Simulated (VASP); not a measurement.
# ErPd2 (I4/mmm) in VASP: runs at scaled volumes

Single points of ErPd2 at other volumes, in PBE.

Everything below comes from runs of VASP 6.6.1. Logs are shortened: lines on timing, memory, paths and dates and some standing lists are left out, and cuts for length are marked.

## Step 1: The undisturbed crystal

The structure is tetragonal, space group I4/mmm (No. 139). The conventional cell has a = 3.924 Å, b = 3.924 Å, c = 8.178 Å, α = 90.00°, β = 90.00°, γ = 90.00°. Er (site symmetry 4/mmm) is surrounded by 8 Pd at 2.83 Å. Pd (site symmetry -4m2) has 4 Pd at 2.77 Å and 4 Er at 2.83 Å as nearest neighbours.

The cell comes from a database or a generator and needn't be the stable form of this composition.

## Step 2: Equation of state, PBE, collinear spin, ferromagnetic start, 19.72 Å³/atom (volume scaled by 0.94)

INCAR

```
SYSTEM = ErPd2
PREC = Accurate
ENCUT = 520
EDIFF = 1E-7
ISMEAR = -1
SIGMA = 0.05
LREAL = .False.
LASPH = .True.
NELM = 100
ALGO = Normal
ISIF = 2
LWAVE = .False.
LCHARG = .False.
ISPIN = 2
MAGMOM = 3 0 0
LORBIT = 11
LMAXMIX = 6
GGA = PE
NBANDS = 32
```

KPOINTS

```
regular mesh
0
Gamma
  10 10 10
  0 0 0
```

POSCAR

```
ErPd2
1.0
   -1.9217169785      1.9217169785      4.0053534967
    1.9217169785     -1.9217169785      4.0053534967
    1.9217169785      1.9217169785     -4.0053534967
Er Pd
1 2
Direct
    0.0000000000      0.0000000000      0.0000000000
    0.2500000000      0.7500000000      0.5000000000
    0.7500000000      0.2500000000      0.5000000000
```

Potentials or basis: VASP PAW PBE potentials, release 64 (Er, Pd).

Command:

```
> cat potpaw_PBE.64/Er/POTCAR potpaw_PBE.64/Pd/POTCAR > POTCAR
> mpirun -np 1 vasp_std > vasp.out
```

OUTCAR:

```text
SYSTEM = ErPd2
   PREC = Accurate
   ENCUT = 520
   EDIFF = 1E-7
   ISMEAR = -1
   LREAL = .False.
   LASPH = .True.
   NELM = 100
   ISIF = 2
   ISPIN = 2
   LORBIT = 11
   GGA = PE

 Found    102 irreducible k-points:

 Following reciprocal coordinates:
            Coordinates               Weight
  0.000000  0.000000  0.000000      1.000000
  0.100000 -0.000000  0.000000      8.000000
  0.200000 -0.000000  0.000000      8.000000
  0.300000 -0.000000  0.000000      8.000000
  0.400000 -0.000000  0.000000      8.000000
  0.500000 -0.000000  0.000000      4.000000
   k-points           NKPTS =    102   k-points in BZ     NKDIM =    102   number of bands    NBANDS=     32
   number of dos      NEDOS =    301   number of ions     NIONS =      3
   total plane-waves  NPLWV =  46656
   dimension x,y,z NGX =    36 NGY =   36 NGZ =   36
   dimension x,y,z NGXF=    72 NGYF=   72 NGZF=   72
   ions per type =               1   2
   NGX,Y,Z   is equivalent  to a cutoff of  12.36, 12.36, 12.36 a.u.
   NGXF,Y,Z  is equivalent  to a cutoff of  24.73, 24.73, 24.73 a.u.
 SYSTEM =  ErPd2
   PREC   = accura    normal or accurate (medium, high low for compatibility)
   ISTART =      0    job   : 0-new  1-cont  2-samecut
   ICHARG =      2    charge: 1-file 2-atom 10-const
   ISPIN  =      2    spin polarized calculation?
   LNONCOLLINEAR =      F non collinear calculations
   LSORBIT =      F    spin-orbit coupling
   LASPH  =      T    aspherical Exc in radial PAW
   ENCUT  =  520.0 eV  38.22 Ry    6.18 a.u.   9.00  9.00  9.00*2*pi/ulx,y,z
   NELM   =    100;   NELMIN=  2; NELMDL= -5     # of ELM steps
   EDIFF  = 0.1E-06   stopping-criterion for ELM
   LREAL  =      F    real-space projection
   EDIFFG = 0.1E-05   stopping-criterion for IOM
   NSW    =      0    number of steps for IOM
   IBRION =     -1    ionic relax: 0-MD 1-quasi-New 2-CG
   NFREE  =      0    steps in history (QN), initial steepest desc. (CG)
   ISIF   =      2    stress and relaxation
   ISYM   =      2    0-nonsym 1-usesym 2-fastsym
   POTIM  = 0.5000    time-step for ionic-motion
   TEBEG  =    0.0;   TEEND  =   0.0 temperature during run
   PSTRESS=    0.0 pullay stress
   NELECT =      42.0000    total number of electrons
   NUPDOWN=      -1.0000    fix difference up-down
   EMIN   =  10.00;   EMAX   =-10.00  energy-range for DOS
   EFERMI =   0.00;   METHOD = LEGACY
   ISMEAR =    -1;   SIGMA  =   0.05  broadening in eV -4-tet -1-fermi 0-gaus
   EFERMI_NEDOS =   21; number of points for ismear=-14 and -15
   IALGO  =     38    algorithm
   IMIX   =      4    mixing-type and parameters
     AMIX     =   0.40;   BMIX     =  1.00
     AMIX_MAG =   1.60;   BMIX_MAG =  1.00
  volume/ion in A,a.u.               =      19.72       133.09
  Fermi-wavevector in a.u.,A,eV,Ry     =   1.460376  2.759711 29.017120  2.132698
  Thomas-Fermi vector in A             =   2.576833
   LORBIT       =     11    0 simple, 1 ext, 2 COOP (PROOUT), +10 PAW based schemes
   GGA     = PE    functional components
   LHFCALC =     F    Hartree Fock is set to
   AEXX    =    0.0000 exact exchange contribution
   IVDW    =     0    specifies the selected vdW correction
   LEPSILON=     F    determine dielectric tensor
   LRPA    =     F    only Hartree local field effects (RPA)
 spin polarized calculation
  energy-cutoff  :      520.00
  volume of cell :       59.17
 maximum number of plane-waves:      1606
   NGX = 17   NGY = 17   NGZ = 17

 number of electron      42.0000008 magnetization       2.7426458

 Free energy of the ion-electron system (eV)
  ---------------------------------------------------
  ext. energy  EPLUGINS =         0.00000000
  ---------------------------------------------------
  free energy    TOTEN  =       -16.94307955 eV

  energy without entropy =      -16.89256783  energy(sigma->0) =      -16.91782369

 E-fermi :   6.1232     XC(G=0): -11.6144

 val. band max:        6.1124802909   @ k =   0.3000  -0.0000   0.0000
 cond. band min:       6.1237154843   @ k =  -0.1000  -0.4000   0.1000
 fundamental gap:      0.0112351934
 Fermi energy:         6.1231932808

 spin component 1

 k-point     1 :       0.0000    0.0000    0.0000
  band No.  band energies     occupation
      1     -43.3403      1.00000
      2     -17.4183      1.00000
      3     -17.3555      1.00000
      4     -17.3555      1.00000
      5      -0.0988      1.00000
      6       1.4648      1.00000
[... 24 lines left out ...]
     31      17.2889      0.00000
     32      17.8838      0.00000

 k-point     2 :       0.1000   -0.0000    0.0000
  band No.  band energies     occupation
      1     -43.3397      1.00000
      2     -17.4194      1.00000
      3     -17.3691      1.00000
      4     -17.3537      1.00000
      5       0.0670      1.00000
      6       1.5338      1.00000
[... 24 lines left out ...]
     31      17.5348      0.00000
     32      17.6531      0.00000

 k-point     3 :       0.2000   -0.0000    0.0000
  band No.  band energies     occupation
      1     -43.3383      1.00000
      2     -17.4230      1.00000
      3     -17.4035      1.00000
      4     -17.3490      1.00000
      5       0.5387      1.00000
      6       1.7386      1.00000
[... 24 lines left out ...]
     31      17.5720      0.00000
     32      17.7553      0.00000

 k-point     4 :       0.3000   -0.0000    0.0000
  band No.  band energies     occupation
      1     -43.3365      1.00000
      2     -17.4500      1.00000
      3     -17.4230      1.00000
      4     -17.3432      1.00000
      5       1.2271      1.00000
      6       2.0351      1.00000
[... 24 lines left out ...]
     31      17.2507      0.00000
     32      17.7668      0.00000

 k-point     5 :       0.4000   -0.0000    0.0000
  band No.  band energies     occupation
      1     -43.3350      1.00000
      2     -17.4838      1.00000
      3     -17.4260      1.00000
      4     -17.3385      1.00000
      5       1.9155      1.00000
      6       2.3273      1.00000
[... 24 lines left out ...]
     31      16.9143      0.00000
     32      16.9369      0.00000

 k-point     6 :       0.5000   -0.0000    0.0000
  band No.  band energies     occupation
      1     -43.3344      1.00000
      2     -17.4968      1.00000
      3     -17.4270      1.00000
      4     -17.3367      1.00000
      5       2.1910      1.00000
      6       2.5189      1.00000
[... 24 lines left out ...]
     31      16.7641      0.00000
     32      16.8077      0.00000

 [... further k-points ...]

 spin component 2

 k-point     1 :       0.0000    0.0000    0.0000
  band No.  band energies     occupation
      1     -42.1689      1.00000
      2     -16.5885      1.00000
      3     -16.5524      1.00000
      4     -16.5524      1.00000
      5      -0.0375      1.00000
      6       1.4869      1.00000
[... 24 lines left out ...]
     31      17.4636      0.00000
     32      18.0205      0.00000

 k-point     2 :       0.1000   -0.0000    0.0000
  band No.  band energies     occupation
      1     -42.1683      1.00000
      2     -16.5898      1.00000
      3     -16.5674      1.00000
      4     -16.5504      1.00000
      5       0.1291      1.00000
      6       1.5569      1.00000
[... 24 lines left out ...]
     31      17.7401      0.00000
     32      17.8078      0.00000

 k-point     3 :       0.2000   -0.0000    0.0000
  band No.  band energies     occupation
      1     -42.1667      1.00000
      2     -16.6082      1.00000
      3     -16.5914      1.00000
      4     -16.5452      1.00000
      5       0.6020      1.00000
      6       1.7652      1.00000
[... 24 lines left out ...]
     31      17.8014      0.00000
     32      17.8696      0.00000

 k-point     4 :       0.3000   -0.0000    0.0000
  band No.  band energies     occupation
      1     -42.1647      1.00000
      2     -16.6558      1.00000
      3     -16.5953      1.00000
      4     -16.5387      1.00000
      5       1.2901      1.00000
      6       2.0934      1.00000
[... 24 lines left out ...]
     31      17.4289      0.00000
     32      17.9276      0.00000

 k-point     5 :       0.4000   -0.0000    0.0000
  band No.  band energies     occupation
      1     -42.1630      1.00000
      2     -16.6939      1.00000
      3     -16.5981      1.00000
      4     -16.5334      1.00000
      5       1.9747      1.00000
      6       2.4050      1.00000
[... 24 lines left out ...]
     31      17.0359      0.00000
     32      17.1247      0.00000

 k-point     6 :       0.5000   -0.0000    0.0000
  band No.  band energies     occupation
      1     -42.1624      1.00000
      2     -16.7083      1.00000
      3     -16.5991      1.00000
      4     -16.5314      1.00000
      5       2.2478      1.00000
      6       2.6153      1.00000
[... 24 lines left out ...]
     31      16.8587      0.00000
     32      17.0534      0.00000

 [... further k-points ...]
[... 5 lines left out ...]
  --------------------------------------------------------------------------------------
  -------------------------------------------------------------------------------------
  Total        3.9435274      3.9435274      5.5080747      0.0000000     -0.0000000      0.0000000
  in kB      106.7863516    106.7863516    149.1525574      0.0000000     -0.0000000      0.0000000
  external PRESSURE =     120.9084202 kB  Pullay stress =       0.0000000 kB

 VOLUME and BASIS-vectors are now :
 -----------------------------------------------------------------------------
  energy-cutoff  :      520.00
  volume of cell :       59.17
      direct lattice vectors                 reciprocal lattice vectors
    -1.921716978  1.921716978  4.005353497     0.000000000  0.260183995  0.124832927
     1.921716978 -1.921716978  4.005353497     0.260183995  0.000000000  0.124832927
     1.921716978  1.921716978 -4.005353497     0.260183995  0.260183995  0.000000000

 POSITION                                       TOTAL-FORCE (eV/Angst)
 -----------------------------------------------------------------------------------
      0.00000      0.00000      0.00000        -0.000000     -0.000000      0.000000
      1.92172      0.00000      2.00268        -0.000000     -0.000000     -0.000000
      0.00000      1.92172      2.00268         0.000000      0.000000     -0.000000
 -----------------------------------------------------------------------------------
    total drift:                               -0.000000      0.000000      0.000000

  FREE ENERGIE OF THE ION-ELECTRON SYSTEM (eV)
  ---------------------------------------------------
  free  energy   TOTEN  =       -16.9430795479 eV

  energy  without entropy=      -16.8925678334  energy(sigma->0) =      -16.91782369

 total charge

# of ion       s       p       d       f       tot
--------------------------------------------------
    1        2.130   5.806   0.513  11.258  19.708
    2        0.605   0.356   8.639   0.000   9.600
    3        0.605   0.356   8.639   0.000   9.600
--------------------------------------------------
tot          3.341   6.519  17.791  11.258  38.908

 magnetization (x)

# of ion       s       p       d       f       tot
--------------------------------------------------
    1        0.004  -0.019   0.025   2.603   2.613
    2        0.000   0.003   0.038   0.000   0.041
    3        0.000   0.003   0.038   0.000   0.041
--------------------------------------------------
tot          0.004  -0.013   0.100   2.603   2.695
```

Wall time 17 min (1 thread of AMD EPYC 9R45 (Zen 5), shared host); peak memory 0.45 GiB.

Results:

- Free energy: -16.9431 eV
- Pressure: 12.1 GPa
- Band gap on the k mesh: none (metal or under the smearing width)
- Net moment: 2.74 μB per cell
- Site moments: Er +2.61; Pd +0.04 μB
- Valence electrons inside the program's atomic spheres: Er 19.71; Pd 9.60

Caveat: the magnetic or orbital state may not be the lowest; spin-orbit coupling is left out, which moves the levels of the heavy elements; without U or exact exchange the open f shell lies at the Fermi level, which spoils levels, moments and volumes.

## Step 3: Equation of state, PBE, collinear spin, ferromagnetic start, 20.14 Å³/atom (volume scaled by 0.96)

INCAR

```
PREC = Accurate
ENCUT = 520
EDIFF = 1E-7
ISMEAR = -1
SIGMA = 0.05
LREAL = False
LASPH = True
NELM = 100
ALGO = Normal
ISIF = 2
LWAVE = False
LCHARG = False
ISPIN = 2
MAGMOM = 3 0 0
LORBIT = 11
LMAXMIX = 6
GGA = PE
NBANDS = 32
```

KPOINTS

```
regular mesh
0
Gamma
  10 10 10
```

POSCAR

```
ErPd2
1.0
   -1.9352506425      1.9352506425      4.0335611408
    1.9352506425     -1.9352506425      4.0335611408
    1.9352506425      1.9352506425     -4.0335611408
Er Pd
1 2
Direct
    0.0000000000      0.0000000000      0.0000000000
    0.2500000000      0.7500000000      0.5000000000
    0.7500000000      0.2500000000      0.5000000000
```

Potentials or basis: VASP PAW PBE potentials, release 64 (Er, Pd).

Command:

```
> cat potpaw_PBE.64/Er/POTCAR potpaw_PBE.64/Pd/POTCAR > POTCAR
> mpirun -np 1 vasp_std > vasp.out
```

It took 18 min on 1 thread of AMD EPYC 9R45 (Zen 5), shared host; peak memory 0.46 GiB.

The run converged. Its results:

```
Free energy                                           : -16.8943 eV
Pressure                                              : 9.7 GPa
Band gap on the k mesh                                : none (metal or under the smearing width)
Net moment                                            : 2.65 μB per cell
Site moments                                          : Er +2.57; Pd +0.02 μB
Valence electrons inside the program's atomic spheres : Er 19.70; Pd 9.57
```

Caveat: the magnetic or orbital state may not be the lowest; spin-orbit coupling is left out, which moves the levels of the heavy elements; without U or exact exchange the open f shell lies at the Fermi level, which spoils levels, moments and volumes.
